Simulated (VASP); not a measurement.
Output of a VASP run:

**OSZICAR**
```
       N       E                     dE             d eps       ncg     rms          rms(c)
DAV:   1     0.119040583762E+03    0.11904E+03   -0.93927E+03  1352   0.133E+03
DAV:   2    -0.871854721664E+01   -0.12776E+03   -0.12324E+03  1456   0.350E+02
DAV:   3    -0.111466016164E+02   -0.24281E+01   -0.23481E+01  1604   0.491E+01
DAV:   4    -0.111719893107E+02   -0.25388E-01   -0.25375E-01  1488   0.487E+00
DAV:   5    -0.111726525087E+02   -0.66320E-03   -0.66318E-03  1704   0.719E-01    0.128E+01
DAV:   6    -0.105707311419E+02    0.60192E+00   -0.37588E+00  1412   0.222E+01    0.253E+00
DAV:   7    -0.104992651525E+02    0.71466E-01   -0.28320E-01  1412   0.637E+00    0.215E+00
DAV:   8    -0.104833582073E+02    0.15907E-01   -0.16543E-02  1468   0.129E+00    0.188E-01
DAV:   9    -0.104832273899E+02    0.13082E-03   -0.24837E-04  1612   0.145E-01    0.120E-01
DAV:  10    -0.104832248315E+02    0.25584E-05   -0.27460E-05  1676   0.665E-02    0.102E-02
DAV:  11    -0.104832243905E+02    0.44097E-06   -0.11900E-06   972   0.144E-02
   1 F= -.10483224E+02 E0= -.10482776E+02  d E =-.104832E+02
       N       E                     dE             d eps       ncg     rms          rms(c)
DAV:   1    -0.106013666067E+02   -0.11814E+00   -0.17819E+00  1372   0.189E+01    0.329E+00
DAV:   2    -0.104916858799E+02    0.10968E+00   -0.68721E-01  1396   0.992E+00    0.118E+00
DAV:   3    -0.104819623567E+02    0.97235E-02   -0.34580E-02  1392   0.221E+00    0.307E-01
DAV:   4    -0.104818705854E+02    0.91771E-04   -0.31693E-03  1392   0.442E-01    0.702E-02
DAV:   5    -0.104818953372E+02   -0.24752E-04   -0.43121E-05  1612   0.589E-02    0.465E-02
DAV:   6    -0.104819099291E+02   -0.14592E-04   -0.17430E-05  1480   0.365E-02    0.397E-03
DAV:   7    -0.104819099223E+02    0.67726E-08   -0.43165E-07  1040   0.645E-03
   2 F= -.10481910E+02 E0= -.10481452E+02  d E =0.131447E-02
       N       E                     dE             d eps       ncg     rms          rms(c)
DAV:   1    -0.105287187830E+02   -0.46809E-01   -0.66057E-01  1368   0.116E+01    0.185E+00
DAV:   2    -0.104882565038E+02    0.40462E-01   -0.26390E-01  1404   0.613E+00    0.657E-01
DAV:   3    -0.104841758431E+02    0.40807E-02   -0.13828E-02  1400   0.139E+00    0.143E-01
DAV:   4    -0.104841491421E+02    0.26701E-04   -0.11106E-03  1388   0.244E-01    0.342E-02
DAV:   5    -0.104841593328E+02   -0.10191E-04   -0.28999E-05  1612   0.578E-02    0.258E-02
DAV:   6    -0.104841624177E+02   -0.30849E-05   -0.73750E-06  1492   0.288E-02    0.381E-03
DAV:   7    -0.104841622440E+02    0.17376E-06   -0.44772E-07   784   0.689E-03
   3 F= -.10484162E+02 E0= -.10483710E+02  d E =-.937853E-03
```

File OUTCAR:
```
------------------------ aborting loop because EDIFF is reached ----------------------------------------
  FORCE on cell =-STRESS in cart. coord.  units (eV):
  Direction    XX          YY          ZZ          XY          YZ          ZX
  --------------------------------------------------------------------------------------
  Total       -0.0004440     -0.0004440     -0.0004440     -0.0000000     -0.0000000      0.0000000
  in kB       -0.0268078     -0.0268078     -0.0268078     -0.0000000     -0.0000000      0.0000000
  external PRESSURE =      -0.0268078 kB  Pullay stress =       0.0000000 kB
  volume of cell :       26.54
      direct lattice vectors                 reciprocal lattice vectors
     2.982791697 -0.000000000  0.000000000     0.335256398 -0.000000000  0.000000000
     0.000000000  2.982791697  0.000000000     0.000000000  0.335256398  0.000000000
    -0.000000000 -0.000000000  2.982791697    -0.000000000 -0.000000000  0.335256398
 POSITION                                       TOTAL-FORCE (eV/Angst)
 -----------------------------------------------------------------------------------
      1.49140      1.49140      1.49140         0.000000      0.000000     -0.000000
      0.00000      0.00000      0.00000        -0.000000     -0.000000      0.000000
 -----------------------------------------------------------------------------------
    total drift:                                0.000000      0.000000      0.000000
  FREE ENERGIE OF THE ION-ELECTRON SYSTEM (eV)
  ---------------------------------------------------
  free  energy   TOTEN  =       -10.4841622440 eV

  energy  without entropy=      -10.4828063121  energy(sigma->0) =      -10.48371027

 reached required accuracy - stopping structural energy minimisation
```
(Selected blocks of OUTCAR.)

File POSCAR:
```
RuAl
1
    2.9900000000     0.0000000000     0.0000000000
    0.0000000000     2.9900000000     0.0000000000
    0.0000000000     0.0000000000     2.9900000000
Al Ru
1 1
Direct
  0.5000000000   0.5000000000   0.5000000000
  0.0000000000   0.0000000000   0.0000000000
```

Write an INCAR and KPOINTS that could have produced this output.

Several could match; the one computed here: the input of the run itself, vdW-DF-cx, plane waves, VASP's PBE PAW potentials (set 64).

File KPOINTS:
```
Automatic mesh
0
Gamma
11 11 11
0 0 0
```

### INCAR
```
SYSTEM  =  RuAl
PREC  =  Accurate; ENCUT  =  520; LREAL  =  .FALSE.
LASPH  =  .TRUE.
EDIFF  =  1E-6; NELM  =  100; ALGO  =  Normal
LMAXMIX  =  4
ISMEAR  =  1; SIGMA  =  0.1
GGA  =  CX; LUSE_VDW  =  .TRUE.; AGGAC  =  0.0
IBRION  =  2; NSW  =  60; ISIF  =  3
EDIFFG  =  -0.01
LWAVE  =  .FALSE.; LCHARG  =  .FALSE.
```

POTCAR, in this order: Al Ru_pv (PBE.64 set). Program: vasp_std.

The compound is RuAl in the CsCl type structure. This run relaxes it. Symmetry was kept, so distortions that lower it aren't found. The electron count is odd and the run is not spin-polarised, which forces a metal.
